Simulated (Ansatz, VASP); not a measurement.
# LiF (Griceite) in two plane-wave programs, part 2 of 3

Wanted: the spread between two codes on one cell, functional and k mesh. The cell is taken from a series of runs on this material, whose earlier steps may have relaxed, scaled, displaced or heated it; both programs get it as it stands.

VASP 6.6.1 and Ansatz 0.2.0.

So far: Starting point; VASP: zone-centre phonons, LDA, pair 1.

### 3. Ansatz: zone-centre phonons, LDA, pair 1

Level of this step: Ansatz beside VASP: Kohn-Sham DFT, plane waves, LDA (Ansatz).

Ansatz runs on its PAW soft_1 files.

The same cell, functional (in two slightly different forms) and mesh now go to Ansatz, which takes its cutoff from its data sets.

input.yaml

```yaml
crystal:
  lattice:
    - [0.0, 1.9405139388, 1.9405139388]
    - [1.9405139388, 0.0, 1.9405139388]
    - [1.9405139388, 1.9405139388, 0.0]
  atoms:
    - { symbol: Li, position: [0.0, 0.0, 0.0] }
    - { symbol: F, position: [0.5, 0.5, 0.5] }
kpoints:
  mp_grid: { grid: [12, 12, 12] }
hamiltonian:
  xc: lda
  pseudopotentials: { kind: paw, azcp: { folder: soft_1 }, xc_functional: pbe }
scf:
  occupations: { method: fixed }
output:
  eigenvalues: true
phonons:
  method: dfpt
  dielectric: true
  rigid_motions: translations
```

Started as:

```sh
$ ansatz run input.yaml --threads 4 --pin off --max-ram 10240MiB --backend cpu --events-out ev --progress --plain --runs-dir out
```

Numbers of over 12 decimals in the logs are rounded to 6 here.

The log of the run:

```text
Engine: ansatz 0.2.0, x86_64-unknown-linux-gnu
Pseudopotentials: kind: paw
Pseudopotential: Li, paw, valence charge 3, recommended cutoff 420 eV (normal), soft_1/Li.paw.azcp
Pseudopotential: F, paw, valence charge 7, recommended cutoff 420 eV (normal), soft_1/F.paw.azcp
Functional definition: SPW92
  exchange = slater_x
  correlation = pw_c
Crystal: 2 atoms, lattice volume = 14.614 Å³
Basis set: ecut = 420 eV, 283 PW (Γ), exchange–correlation on 40×40×40 points (8 copies of the dense FFT grid, shifted against one another)
Bands: 9, of which v1, the nominal top of the filled ones, is band 5 counted from 1 (4 counted from 0)
Symmetry: 48 space group operations
k-points: 163 of 1728 (irreducible under 8 space group operations, time reversal used)
Non-local potential: Li, projectors of the file, l = 0: 3, l = 1: 2, l = 2: 1
Non-local potential: F, projectors of the file, l = 0: 2, l = 1: 2, l = 2: 1
PAW form: soft (Blöchl's): semilocal exchange-correlation on the pseudo side does not see the compensation charge
PAW frozen core: F, regenerated for the run's functional, and the local potential with it (the file was generated under x = pbe(κ = 0.804, μ = 0.219515), c = pbe(β = 0.066725))
PAW one-centre angular grid: Li, 110 points (default); XC on 64 Gauss nodes
PAW one-centre angular grid: F, 110 points (default); XC on 64 Gauss nodes
Initial density: superposition of atomic densities (chi_scale 0.1, normalization cell, long waves kept (reshape's long-wave potential 0.00 eV rms))
Initial wavefunctions: pseudopotential atomic-orbital guess
Functional: x = slater, c = lda
SCF iter   1: F=—  HF=-998.678293 eV  |F-HF|=—  |Δ(HF+E_count)|=         —  Δρ=6.36e-2  dr2=3.19e-1  ethr=3.10e-3  ⟨swp⟩=3.9  Hψ=7975  notcnv=0  defer=307
preconditioner: auto → none  [insulator: Δε(μ)=9.313 eV  Ē_g=22.895 eV  n_scr=0 (ndim 8)  ℏωp=27.5 eV  f_vac=0.000  ε∞_Penn≈2.4]
SCF iter   2: F=—  HF=-998.697096 eV  |F-HF|=—  |Δ(HF+E_count)|=   1.88e-2  Δρ=3.31e-2  dr2=7.48e-2  ethr=3.10e-3  ⟨swp⟩=2.0  Hψ=3101  notcnv=0  defer=322
SCF iter   3: F=—  HF=-998.700935 eV  |F-HF|=—  |Δ(HF+E_count)|=   3.84e-3  Δρ=1.33e-2  dr2=1.31e-2  ethr=7.48e-4  ⟨swp⟩=2.8  Hψ=2383  notcnv=0  defer=321
SCF iter   4: F=—  HF=-998.701017 eV  |F-HF|=—  |Δ(HF+E_count)|=   8.17e-5  Δρ=5.33e-4  dr2=2.30e-5  ethr=1.31e-4  ⟨swp⟩=2.6  Hψ=2275  notcnv=0  defer=322
SCF iter   5: F=—  HF=-998.701034 eV  |F-HF|=—  |Δ(HF+E_count)|=   1.66e-5  Δρ=3.33e-5  dr2=4.58e-8  ethr=2.30e-7  ⟨swp⟩=2.1  Hψ=1867  notcnv=0  defer=236
SCF iter   6: F=—  HF=-998.701033 eV  |F-HF|=—  |Δ(HF+E_count)|=   7.05e-8  Δρ=5.22e-6  dr2=2.45e-9  ethr=4.58e-10  ⟨swp⟩=2.3  Hψ=2076  notcnv=0
SCF iter   7: F=-998.701033 eV  HF=-998.701033 eV  |F-HF|=2.16e-12  |Δ(HF+E_count)|=  8.52e-10  Δρ=4.18e-7  dr2=1.12e-11  ethr=1.00e-12  ⟨swp⟩=4.2  Hψ=8109  notcnv=0
SCF 1 converged in 7 iterations: F = -998.701033 eV  dr2 = 1.12e-11
  greatest PAW one-centre occupation: 1.000 electrons in one spin orbital (limit 2), on the Li atom at site 0 (counted from 0), in its partial waves of l = 0
NSCF: frozen V_eff on 1 k-points
DFPT response loops at Γ: preconditioner auto → none (the input reference at scf.mixing.eps_inf says where Resta's filter doesn't serve); β = 0.50; Broyden in place of MSR1
SCF converged after 7 iterations
Free energy (F): -998.701033 eV
Harris-Foulkes:  -998.701033 eV  (|F-HF|=2.16e-12)
Internal energy: -998.701033 eV  (E = F + TS)
E sigma→0 (E₀):  -998.701033 eV
Fermi energy:    1.505513 eV
--- Per-component energies (eV) ---
  E_band       = -110.788842
  E_kinetic    = 215.842168
  E_local      = -619.462779  (includes V_loc(G=0)·N_el)
  E_nonlocal   = 70.560297
  E_hartree    = 211.992175
  E_xc         = -85.609956
  E_vxc        = -110.980537  (∫ρ·V_xc dr)
  E_paw        = -213.909343  (= ΣΔE_a)
  E_vpaw       = -90.733308  (= ΣTr[D̂ρ^β])
  E_aug_tail   = 0.000996  (compensation charges beyond the density's cutoff)
  E_ewald      = -578.227842
  E_core_change = 0.113252  (= ΣΔE_core)
  E_smearing   = -0.000000  (= −TS)
  E_closure    = 0.000000  (closes the sum)
  Σ components = -998.701033   (vs F -998.701033, Δ=0.00e0)
--- Band table (eV; the first three rows and the last of 163) ---
  k-point 0: bands = ["-38.0119", "-18.3950", "1.5042", "1.5042", "1.5042", "11.4208", "26.4029", "26.4029", "26.4029"]
  k-point 1: bands = ["-38.0045", "-18.3633", "1.2716", "1.4849", "1.4849", "11.6183", "23.9126", "25.2400", "25.2400"]
  k-point 2: bands = ["-37.9843", "-18.2746", "0.6751", "1.4329", "1.4329", "12.0774", "21.5957", "23.8736", "23.8736"]
  k-point 162: bands = ["-37.8720", "-17.5370", "-1.0206", "-1.0206", "0.5822", "17.0659", "17.0659", "19.5807", "21.9547"]
--- Phonons (Γ-DFPT): 2 representative perturbations + reference, on 163 of 1728 k-points (Σ response iterations 7) ---
  k mesh reduced under 8 symmetry operations, with k and −k counted as one. Each operation leaves every solved perturbation unchanged. A smaller set is not considered because the run solves the response to a homogeneous field
  ASR residual: 2.212e-4 → 0.000e0 eV/Å²; symmetrization residual: 3.548e-7 eV/Å²
  ASR residual per site (eV/Å²): 4.47e-5 2.21e-4
  Γ frequencies (cm⁻¹): 0.00 0.00 0.00 357.30 357.30 357.30
  ε∞ (high-frequency dielectric tensor):
        2.124214     0.000000    -0.000000
        0.000000     2.124214    -0.000000
        0.000000     0.000000     2.124214
  ε⁰ (static dielectric tensor: ions relaxed, cell fixed):
        7.713201     0.000000    -0.000000
        0.000000     7.713201    -0.000000
        0.000000     0.000000     7.713201
  ε⁰ − ε∞ (ionic part):
        5.588987     0.000000     0.000000
        0.000000     5.588987     0.000000
        0.000000     0.000000     5.588987
  softest optical mode at Γ: 357.30 cm⁻¹; the repairs (sum rule, projections) moved no ω² at Γ by more than (1.80 cm⁻¹)²
  Born effective charges Z* (e; rows j = field, columns β = displacement):
    site 0:
         1.03786    0.00000    0.00000
        -0.00000    1.03786    0.00000
         0.00000    0.00000    1.03786
    site 1:
        -1.03786   -0.00000    0.00000
         0.00000   -1.03786   -0.00000
         0.00000   -0.00000   -1.03786
  Z* charge neutrality: 1.366e-6 e pre-enforcement
  k-mesh period / interband length: 32.9 Å / 0.79 Å = 41.72 at k = (0.0000, 0.0000, -0.5000), direct gap 11.258 eV — 14 or more, which is no proof of convergence
  optical modes at Γ without the LO–TO term, one row a degenerate level:
      ω (cm⁻¹)  modes    IR ((D/Å)²/amu)
        357.30      3            14.6666
  optical modes at Γ + LO–TO along q̂ = [1.0000, 0.0000, 0.0000]:
      ω (cm⁻¹)  modes    IR ((D/Å)²/amu)
        357.30      2             9.7778
        680.84      1             4.8889
  optical modes at Γ + LO–TO along q̂ = [0.0000, 1.0000, 0.0000]:
      ω (cm⁻¹)  modes    IR ((D/Å)²/amu)
        357.30      2             9.7778
        680.84      1             4.8889
  optical modes at Γ + LO–TO along q̂ = [0.0000, 0.0000, 1.0000]:
      ω (cm⁻¹)  modes    IR ((D/Å)²/amu)
        357.30      2             9.7778
        680.84      1             4.8889
```

### 4. Side by side

Known differences besides the potentials themselves: the two LDA forms differ slightly; fixed occupations in Ansatz, narrow Gaussian smearing in VASP; the cutoff is 420 eV in Ansatz and 750 eV in VASP; VASP's log shows a relativistic correction to its local exchange, Ansatz's none. Total energies have different zeros and are not compared.

Both answers:

```csv
quantity,Ansatz,VASP,difference
ε∞ xx,2.12,2.12,+0.31 %
ε∞ yy,2.12,2.12,+0.31 %
ε∞ zz,2.12,2.12,+0.31 %
Born charge of Li1 (mean of the diagonal) (e),1.04,1.04,0.00
Born charge of F2 (mean of the diagonal) (e),-1.04,-1.04,0.00
optical mode 1 to 3 (cm⁻¹),357.3,362.2,-1.35 %
```

Modes are paired by rising frequency, not by their patterns, so a pair may set unlike modes beside each other; they are those without the splitting of longitudinal modes.

### 5. VASP: zone-centre phonons, LDA, pair 2

Second derivatives magnify differences that forces hide, and they need a tight electronic threshold. The cell compared in this pair holds 14.76 Å³, against 14.61 Å³ for the pair before.

INCAR

```
SYSTEM = LiF
PREC = Accurate
ENCUT = 750
EDIFF = 1E-08
NELM = 120
ISMEAR = 0
SIGMA = 0.01
LREAL = .FALSE.
ALGO = Normal
GGA = CA
NBANDS = 11
LORBIT = 11
LWAVE = .FALSE.
LCHARG = .FALSE.
ISIF = 2
IBRION = 8
LEPSILON = .TRUE.
LASPH = .TRUE.
GGA_COMPAT = .FALSE.
EFERMI = MIDGAP
KPAR = 2
```

POSCAR

```
LiF
1.0
    0.0000000000      1.9470920025      1.9470920025
    1.9470920025      0.0000000000      1.9470920025
    1.9470920025      1.9470920025      0.0000000000
Li F
1 1
Direct
    0.0000000000      0.0000000000      0.0000000000
    0.5000000000      0.5000000000      0.5000000000
```

KPOINTS

```
Automatic mesh
0
Gamma
12 12 12
0 0 0
```

Potentials, in the order of the species: Li_sv and F (LDA family, release 64).

Started as:

```sh
$ mpirun -np 2 vasp_std
```

The log of the run:

```text
[... set-up lines as in an earlier step ...]
 entering main loop
       N       E                     dE             d eps       ncg     rms          rms(c)
DAV:   1     0.403443129868E+02    0.40344E+02   -0.68936E+03  1632   0.122E+03
DAV:   2    -0.957160622507E+01   -0.49916E+02   -0.48624E+02  1840   0.230E+02
DAV:   3    -0.109786946229E+02   -0.14071E+01   -0.14011E+01  1990   0.341E+01
DAV:   4    -0.109954941252E+02   -0.16800E-01   -0.16797E-01  1953   0.405E+00
[...]
DAV:  12    -0.105062523871E+02   -0.26262E-09   -0.28111E-07  2156   0.394E-03    0.741E-04
DAV:  13    -0.105062523767E+02    0.10415E-07   -0.25924E-08  1730   0.153E-03    0.195E-04
DAV:  14    -0.105062523760E+02    0.71589E-09   -0.15969E-09  1158   0.470E-04
   1 F= -.10506252E+02 E0= -.10506252E+02  d E =0.000000E+00
 Linear response reoptimize wavefunctions to high precision
DAV:   1    -0.105062523761E+02   -0.77080E-10   -0.98725E-10  1782   0.266E-04
 Linear response G [H, r] |phi>, progress :
  Direction:   1
       N       E                     dE             d eps       ncg     rms
[...]
RMM:  17    -0.175290301363E+00   -0.18155E-07   -0.64786E-06  7709   0.751E-04    0.286E-05
 first order change of Fermi-energy   0.19198E-03
 force on displaced ion       1 direction 1 :  -2.354   0.000   0.000
 Born effective charge ion    1 direction 1 :   1.037   0.000   0.000
 Linear response progress:
  Degree of freedom:   2/  2
       N       E                     dE             d eps       ncg     rms          rms(c)
RMM:   1    -0.513533269772E+00   -0.51353E+00    0.50096E-01  6782   0.479E+00
RMM:   2    -0.506992830311E+00    0.65404E-02   -0.67241E-03  6482   0.732E-01    0.923E-02
RMM:   3    -0.508582407027E+00   -0.15896E-02   -0.79792E-04  6969   0.208E-01    0.500E-02
RMM:   4    -0.510561036190E+00   -0.19786E-02   -0.25773E-04  6706   0.121E-01    0.102E-02
[...]
RMM:  14    -0.510637360397E+00    0.21154E-08   -0.12171E-07  7124   0.242E-04    0.618E-07
RMM:  15    -0.510637360220E+00    0.17677E-09   -0.16788E-07  7058   0.238E-04    0.415E-07
RMM:  16    -0.510637348749E+00    0.11471E-07   -0.10314E-07  6803   0.236E-04    0.892E-08
 first order change of Fermi-energy   0.15810E-02
 force on displaced ion       2 direction 1 :  -2.345   0.000   0.000
 Born effective charge ion    2 direction 1 :  -1.037   0.000   0.000
 Born effective charges drift removed
 Linear response finished
```

From OUTCAR (step 5):

```text
  Total        0.0425677      0.0425677      0.0425677      0.0000000      0.0000000      0.0000000
  in kB        4.6195733      4.6195733      4.6195733      0.0000000      0.0000000      0.0000000
  external PRESSURE =       4.6195733 kB  Pullay stress =       0.0000000 kB

 POSITION                                       TOTAL-FORCE (eV/Angst)
 -----------------------------------------------------------------------------------
      0.00000      0.00000      0.00000        -0.000000      0.000000     -0.000000
      1.94709      1.94709      1.94709         0.000000     -0.000000      0.000000
 -----------------------------------------------------------------------------------
    total drift:                                0.000000      0.000000      0.000000

 MACROSCOPIC STATIC DIELECTRIC TENSOR (including local field effects in DFT)
 ------------------------------------------------------
           2.114581     0.000000    -0.000000
           0.000000     2.114581     0.000000
           0.000000     0.000000     2.114581
 ------------------------------------------------------

 MACROSCOPIC STATIC DIELECTRIC TENSOR IONIC CONTRIBUTION
 ------------------------------------------------------
           5.607364     0.000000    -0.000000
           0.000000     5.607364    -0.000000
          -0.000000    -0.000000     5.607364
 ------------------------------------------------------

[... 1 part as in an earlier step ...]

[... 1 further part left out ...]
```

### 6. Ansatz: zone-centre phonons, LDA, pair 2

The same cell, functional (in two slightly different forms) and mesh now go to Ansatz, which takes its cutoff from its data sets.

The cell is taken from a series of runs on this material, whose earlier steps may have relaxed, scaled, displaced or heated it; both programs get it as it stands.

input.yaml, the sections that differ from step 3:

```yaml
crystal:
  lattice:
    - [0.0, 1.9470920025, 1.9470920025]
    - [1.9470920025, 0.0, 1.9470920025]
    - [1.9470920025, 1.9470920025, 0.0]
  atoms:
    - { symbol: Li, position: [0.0, 0.0, 0.0] }
    - { symbol: F, position: [0.5, 0.5, 0.5] }
# kpoints, hamiltonian, scf, output, phonons: as in step 3
```

Started as:

```sh
$ ansatz run input.yaml --threads 4 --pin off --max-ram 10240MiB --backend cpu --events-out ev --progress --plain --runs-dir out
```

The log of the run:

```text
[...]
Crystal: 2 atoms, lattice volume = 14.764 Å³
Basis set: ecut = 420 eV, 283 PW (Γ), exchange–correlation on 40×40×40 points (8 copies of the dense FFT grid, shifted against one another)
Bands: 9, of which v1, the nominal top of the filled ones, is band 5 counted from 1 (4 counted from 0)
Symmetry: 48 space group operations
k-points: 163 of 1728 (irreducible under 8 space group operations, time reversal used)
[...]
optical modes at Γ + LO–TO along q̂ = [1.0000, 0.0000, 0.0000]:
      ω (cm⁻¹)  modes    IR ((D/Å)²/amu)
[...]
optical modes at Γ + LO–TO along q̂ = [0.0000, 1.0000, 0.0000]:
      ω (cm⁻¹)  modes    IR ((D/Å)²/amu)
        348.14      2             9.7994
        674.47      1             4.8997
  optical modes at Γ + LO–TO along q̂ = [0.0000, 0.0000, 1.0000]:
      ω (cm⁻¹)  modes    IR ((D/Å)²/amu)
        348.14      2             9.7994
        674.47      1             4.8997
[key lines of the parts left out:]
SCF converged after 7 iterations
Free energy (F): -998.702290 eV
Fermi energy:    1.412698 eV
```

### 7. Comparison

Compared:

| quantity | Ansatz | VASP | difference |
| --- | --- | --- | --- |
| ε∞ xx | 2.12 | 2.11 | +0.31 % |
| ε∞ yy | 2.12 | 2.11 | +0.31 % |
| ε∞ zz | 2.12 | 2.11 | +0.31 % |
| Born charge of Li1 (mean of the diagonal) (e) | 1.04 | 1.04 | 0.00 |
| Born charge of F2 (mean of the diagonal) (e) | -1.04 | -1.04 | 0.00 |
| optical mode 1 to 3 (cm⁻¹) | 348.1 | 353.4 | -1.49 % |

Modes are paired by rising frequency, not by their patterns, so a pair may set unlike modes beside each other; they are those without the splitting of longitudinal modes.

### 8. Ansatz: zone-centre phonons, LDA, pair 3

Second derivatives magnify differences that forces hide, and they need a tight electronic threshold. The cell compared in this pair holds 15.21 Å³, against 14.76 Å³ for the pair before.

The cell is taken from a series of runs on this material, whose earlier steps may have relaxed, scaled, displaced or heated it; both programs get it as it stands.

input.yaml, the sections that differ from step 6:

```yaml
crystal:
  lattice:
    - [0.0, 1.9665642143, 1.9665642143]
    - [1.9665642143, 0.0, 1.9665642143]
    - [1.9665642143, 1.9665642143, 0.0]
  atoms:
    - { symbol: Li, position: [0.0, 0.0, 0.0] }
    - { symbol: F, position: [0.5, 0.5, 0.5] }
# kpoints, hamiltonian, scf, output, phonons: as in step 6
```

The log of the run:

```text
[...]
Crystal: 2 atoms, lattice volume = 15.211 Å³
Basis set: ecut = 420 eV, 307 PW (Γ), exchange–correlation on 40×40×40 points (8 copies of the dense FFT grid, shifted against one another)
Bands: 9, of which v1, the nominal top of the filled ones, is band 5 counted from 1 (4 counted from 0)
Symmetry: 48 space group operations
k-points: 163 of 1728 (irreducible under 8 space group operations, time reversal used)
[...]
optical modes at Γ + LO–TO along q̂ = [1.0000, 0.0000, 0.0000]:
      ω (cm⁻¹)  modes    IR ((D/Å)²/amu)
[...]
optical modes at Γ + LO–TO along q̂ = [0.0000, 1.0000, 0.0000]:
      ω (cm⁻¹)  modes    IR ((D/Å)²/amu)
        321.30      2             9.8626
        656.20      1             4.9313
  optical modes at Γ + LO–TO along q̂ = [0.0000, 0.0000, 1.0000]:
      ω (cm⁻¹)  modes    IR ((D/Å)²/amu)
        321.30      2             9.8626
        656.20      1             4.9313
[key lines of the parts left out:]
SCF converged after 7 iterations
Free energy (F): -998.701211 eV
Fermi energy:    1.145542 eV
```

(Continued in part 3 of 3.)

[Lines on the potential files, build, host, timing and source positions are cut from VASP's logs without a mark.]

[Logs are printed without paths, hosts, clocks, repeated set-up lines and the standing remarks that a program may print on its own settings, such as how far it seeks lower states.]

[Hosts, paths, dates, database ids (printed as entryN), source tags and the programs' standing remarks are cut or masked in the printed files.]
